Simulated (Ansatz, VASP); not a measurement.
## Cross-check of HfGaTe2AsHCl (1T-HfTe2 under H-GaAs-Cl chair, AA) between VASP and Ansatz

Aim: how closely do two programs agree when they are given the same cell, functional and k mesh? The structure shown is the start of the Ansatz relaxation below; VASP solves that cell, so the two are compared at the walk's first step.

Calculated with Ansatz 0.2.0; plane waves, with VASP 6.6.1 beside it; single point at PBEsol with D3(BJ).

### Step 1. Set-up

The cell holds 7 atoms: 2 Te, 1 Hf, 1 Cl, 1 As, 1 Ga and 1 H. Cell: a = 3.973 Å, b = 3.973 Å, c = 54.036 Å, α = 90.0°, β = 90.0°, γ = 120.0°. Vacuum lies along c.

### Step 2. Ansatz: relaxation, PBEsol with D3(BJ)

Ansatz runs on its default PAW (the set named soft_2) files.

The two programs are compared at the cell with which this relaxation starts, whose forces are those of its first step.

input.yaml reads:

```yaml
crystal:
  lattice:
    - [3.97325, 0.0, 0.0]
    - [-1.986625, 3.4409354356, 0.0]
    - [0.0, 0.0, 54.0364806622]
  atoms:
    - { symbol: Te, position: [0.6666666667, 0.3333333333, 0.3932528495] }
    - { symbol: Hf, position: [0.0, 0.0, 0.428350873] }
    - { symbol: Te, position: [0.3333333333, 0.6666666667, 0.4634488964] }
    - { symbol: Cl, position: [0.6666666667, 0.3333333333, 0.5226681491] }
    - { symbol: As, position: [0.6666666667, 0.3333333333, 0.5635664454] }
    - { symbol: Ga, position: [0.3333333333, 0.6666666667, 0.5784329453] }
    - { symbol: H, position: [0.3333333333, 0.6666666667, 0.6067471505] }
  periodic: [true, true, false]
kpoints:
  mp_grid: { grid: [12, 12, 1] }
hamiltonian:
  xc: pbesol
  dispersion: d3bj
scf:
  occupations: { method: fermi_dirac, width: 0.05 }
  convergence: { dr2_threshold: 1.0e-09 }
relax:
  f_tol: 0.004
  max_steps: 90
  cell: {}
output:
  write_potential: true
  write_density: true
  volumetric_format: npy
```

Started as:

```sh
$ ansatz run input.yaml --threads 4 --pin off --max-ram 6144MiB --backend cpu --events-out ev --progress --plain --runs-dir out
```

Numbers of over 12 decimals in the logs are rounded to 6 here.

Output:

```text
Warning: relax.cell: scf.convergence.dr2_threshold = 1e-9 eV is looser than the 1.50920615905e-10 eV advised for a relaxation that steers and ends on the stress (1e-10 eV for each atom of the cell: 7, times the square of relax.cell.stress_2d_tol = 0.05 N/m over 21.5 Å (the atoms' height at the walk's start and 5 Å past either face), 2.322e-2 GPa, over a crystal's default 0.05). What an SCF threshold leaves in a stress goes as its square root, and in the free energy as the threshold itself, and one threshold admits the most on a small cell: [figures from the program's tests cut] Set scf.convergence.dr2_threshold to 1.50920615905e-10 eV or tighter. [rest of the remark cut]
Engine: ansatz 0.2.0, x86_64-unknown-linux-gnu
Pseudopotentials: kind: paw
Pseudopotential: Te, paw, valence charge 16, recommended cutoff 420 eV (normal), Te.paw.azcp
Pseudopotential: Hf, paw, valence charge 26, recommended cutoff 420 eV (normal), Hf.paw.azcp
Pseudopotential: Cl, paw, valence charge 7, recommended cutoff 420 eV (normal), Cl.paw.azcp
Pseudopotential: As, paw, valence charge 15, recommended cutoff 420 eV (normal), As.paw.azcp
Pseudopotential: Ga, paw, valence charge 13, recommended cutoff 420 eV (normal), Ga.paw.azcp
Pseudopotential: H, paw, valence charge 1, recommended cutoff 420 eV (normal), H.paw.azcp
Functional definition: PBEsol
  exchange = pbesol_x
  correlation = pbesol_c
Crystal: 7 atoms, lattice volume = 738.770 Å³
Basis set: ecut = 420 eV, 14593 PW (Γ), exchange–correlation on 54×54×750 points (8 copies of the dense FFT grid, shifted against one another)
Bands: 57, of which v1, the nominal top of the filled ones, is band 47 counted from 1 (46 counted from 0)
Symmetry: 6 space group operations
Space group: P3m1 (ITA 156), of the structure as read, at distance tolerance 9.0e-5 Å
k-points: 19 of 144 (time reversal used)
Non-local potential: Te, projectors of the file, l = 0: 2, l = 1: 2, l = 2: 2, l = 3: 2
Non-local potential: Hf, projectors of the file, l = 0: 3, l = 1: 2, l = 2: 2, l = 3: 3
Non-local potential: Cl, projectors of the file, l = 0: 2, l = 1: 2, l = 2: 2
Non-local potential: As, projectors of the file, l = 0: 2, l = 1: 2, l = 2: 3, l = 3: 1
Non-local potential: Ga, projectors of the file, l = 0: 2, l = 1: 2, l = 2: 3, l = 3: 1
Non-local potential: H, projectors of the file, l = 0: 2, l = 1: 1
PAW form: soft (Blöchl's): semilocal exchange-correlation on the pseudo side does not see the compensation charge
PAW frozen core: Te, regenerated for the run's functional, and the local potential with it (the file was generated under x = pbe(κ = 0.804, μ = 0.219515), c = pbe(β = 0.066725))
PAW frozen core: Hf, regenerated for the run's functional, and the local potential with it (the file was generated under x = pbe(κ = 0.804, μ = 0.219515), c = pbe(β = 0.066725))
PAW frozen core: Cl, regenerated for the run's functional, and the local potential with it (the file was generated under x = pbe(κ = 0.804, μ = 0.219515), c = pbe(β = 0.066725))
PAW frozen core: As, regenerated for the run's functional, and the local potential with it (the file was generated under x = pbe(κ = 0.804, μ = 0.219515), c = pbe(β = 0.066725))
PAW frozen core: Ga, regenerated for the run's functional, and the local potential with it (the file was generated under x = pbe(κ = 0.804, μ = 0.219515), c = pbe(β = 0.066725))
PAW one-centre angular grid: Te, 590 points (default); XC on 64 Gauss nodes
PAW one-centre angular grid: Hf, 590 points (default); XC on 64 Gauss nodes
PAW one-centre angular grid: Cl, 110 points (default); XC on 64 Gauss nodes
PAW one-centre angular grid: As, 590 points (default); XC on 64 Gauss nodes
PAW one-centre angular grid: Ga, 590 points (default); XC on 64 Gauss nodes
PAW one-centre angular grid: H, 110 points (default); XC on 64 Gauss nodes
Initial density: superposition of atomic densities (neutral atoms: chi_scale 0, normalization atom), corrected by the library's trained network
Initial wavefunctions: pseudopotential atomic-orbital guess
Functional: x = pbesol(κ = 0.804, μ = 0.123457), c = pbesol(β = 0.046)
SCF iter   1: F=—  HF=-39037.907200 eV  |F-HF|=—  |Δ(HF+E_count)|=         —  Δρ=2.25e-3  dr2=1.18e-1  ethr=1.77e-3  ⟨swp⟩=13.1  Hψ=5757  notcnv=0  defer=22
[...]
iter 7 met the thresholds in force, and the SCF goes on: an eigenvalue changes by 1.36 meV, over its tolerance of 1.02 meV (output.eigenvalues, Limitations)
SCF iter   7: F=-39038.207495 eV  HF=-39038.207495 eV  |F-HF|=1.73e-9  |Δ(HF+E_count)|=   1.82e-9  Δρ=6.29e-8  dr2=2.52e-11  ethr=1.00e-12  ⟨swp⟩=8.2  Hψ=6441  notcnv=0
Mixer restart at iter 7: flushing history
SCF iter   8: F=-39038.207495 eV  HF=-39038.207495 eV  |F-HF|=2.40e-10  |Δ(HF+E_count)|=   1.49e-9  Δρ=8.05e-8  dr2=3.41e-10  ethr=1.00e-12  ⟨swp⟩=9.2  Hψ=6991  notcnv=0
SCF 8 converged in 8 iterations: F = -39038.207495 eV  dr2 = 3.41e-10
relax step   8: F+E_penalty+E_count = -39038.20749550 eV  Δ(F+E_penalty+E_count) = +1.236e-3 eV  max|allowed force component| = 3.445e-3 eV/Å  Δτ_max = 0.0000 Å  P = -0.006 N/m  Ω = 714.338 Å³  fix = [c, alpha, beta]  reactions: c -0.000 N/m  stress off target by 5.93e-3 N/m on what of the cell is left free  SCF on the basis re-selected at this cell (its energy is not comparable with the rows above)  (8 SCF iters)
basis re-selected at this cell: Δ(F+E_penalty+E_count) = +1.236e-3 eV, ΔP = -0.003 N/m vs the last step (what re-selecting the basis moved, of the pressure what is left beyond the Pulay correction that the steps carried, after the strain that the cell walked since its last selection, with what the two solves' SCF thresholds leave and, on support functions, any second-order correction that the steps lacked; it is no m [...]
WARN: The output density's exchange-correlation potential varies sharply where the density is thin. Do not read a vacuum level from v_tot or v_xc, or from such a field of the output density. On a cell that repeats whose density bears no net charge and no dipole along the vacuum's axis use v_es (v_loc + v_h of the components); under efield.dipole_correction with no amplitude use v_es + v_field, which holds any externa [...]
SCF converged after 8 iterations
an eigenvalue changed by more than its tolerance at an iteration that met the thresholds in force, so the SCF went on 2 times, its first undamped step at iteration 7: the last check found none over its tolerance
Free energy (F): -39038.207495 eV
Harris-Foulkes:  -39038.207495 eV  (|F-HF|=2.40e-10)
Internal energy: -39038.199527 eV  (E = F + TS)
E sigma→0 (E₀):  -39038.203511 eV
Entropy (-TS):   -0.007968 eV (-1.138 meV/atom)
Fermi energy:    -4.499751 eV
--- Per-component energies (eV) ---
  E_band       = -2348.449916
  E_kinetic    = 1177.398130
  E_local      = -590126.133009  (includes V_loc(G=0)·N_el)
  E_nonlocal   = -2066.003272
  E_hartree    = 294462.615554
  E_xc         = -805.560389
  E_vxc        = -743.323440  (∫ρ·V_xc dr)
  E_paw        = -20360.003000  (= ΣΔE_a)
  E_vpaw       = 484.390229  (= ΣTr[D̂ρ^β])
  E_aug_tail   = -0.001593  (compensation charges beyond the density's cutoff)
  E_ewald      = 278677.152281
  E_disp       = -1.572791  (pairwise vdW)
  E_core_change = 3.908561  (= ΣΔE_core)
  E_smearing   = -0.007968  (= −TS)
  E_closure    = -0.000000  (closes the sum)
  Σ components = -39038.207495   (vs F -39038.207495, Δ=0.00e0)
--- Forces (eV/Å), atoms counted from 1 ---
  atom   1  Te     0.00000000     0.00000000    -0.00026933
  atom   2  Hf     0.00000000     0.00000000     0.00022458
  atom   3  Te     0.00000000     0.00000000    -0.00002456
  atom   4  Cl    -0.00000000     0.00000000    -0.00050450
  atom   5  As    -0.00000000     0.00000000    -0.00263189
  atom   6  Ga     0.00000000     0.00000000     0.00344519
  atom   7  H      0.00000000     0.00000000    -0.00024068
  max |Σ_I F_I| component: 1.19e-6 eV/Å
--- 2D stress c σ (N/m, compression-positive) ---
       -0.005931       0.000000      -0.000000
        0.000000      -0.005931      -0.000000
       -0.000000      -0.000000      -0.000000
  P = ½ c Tr σ = -0.0059 N/m
--- Band table (eV; the first three rows and the last of 19) ---
  k-point 0: bands = [... 43 lower, -5.5772, -5.5772, -4.0339, -4.0339, -3.8466, -3.5444, -3.5444, -3.5185, ... 6 higher]
  k-point 1: bands = [... 43 lower, -5.7031, -5.6098, -4.8840, -4.4532, -3.6164, -3.3159, -3.1256, -3.0948, ... 6 higher]
  k-point 2: bands = [... 43 lower, -6.0998, -5.9942, -5.4283, -4.9564, -3.8152, -3.1671, -2.6428, -2.6015, ... 6 higher]
  k-point 18: bands = [... 43 lower, -7.5730, -7.0242, -6.6997, -6.5102, -3.4220, -2.8892, -2.3687, -2.2436, ... 6 higher]
  the weakly bound empty levels are not read free of the cell's end (no_gap_told)
--- Relaxed structure (7 steps of the walk, 7 accepted, 1 SCFs on fresh bases) ---
  F+E_penalty+E_count = -39038.20749550 eV   max|allowed force component| = 3.445e-3 eV/Å   (the final SCF, on the basis selected at the relaxed cell)
  cell:  # Å, volume = 714.3379 Å³
    - [3.906996, 0, 0]
    - [-1.953498, 3.383558, 0]
    - [0, 0, 54.0364806622]
  atoms:
    - { symbol: Te, position: [0.666667, 0.333333, 0.401687] }
    - { symbol: Hf, position: [0, 0, 0.434299] }
    - { symbol: Te, position: [0.333333, 0.666667, 0.466820] }
    - { symbol: Cl, position: [0.666667, 0.333333, 0.518563] }
    - { symbol: As, position: [0.666667, 0.333333, 0.558685] }
    - { symbol: Ga, position: [0.333333, 0.666667, 0.573782] }
    - { symbol: H, position: [0.333333, 0.666667, 0.602632] }
```

Reading the cycles: dr2 is the Hartree energy of the density residual (eV), the measure of convergence; HF is the Harris–Foulkes estimate of the energy, which meets the free energy F at convergence.

(Part 1 of 2 ends here.)

[Lines on the potential files, build, host, timing and source positions are cut from VASP's logs without a mark.]

[Logs are printed without paths, hosts, clocks, repeated set-up lines and the standing remarks that a program may print on its own settings, such as how far it seeks lower states.]

[Hosts, paths, dates, database ids (printed as entryN), source tags and the programs' standing remarks are cut or masked in the printed files.]
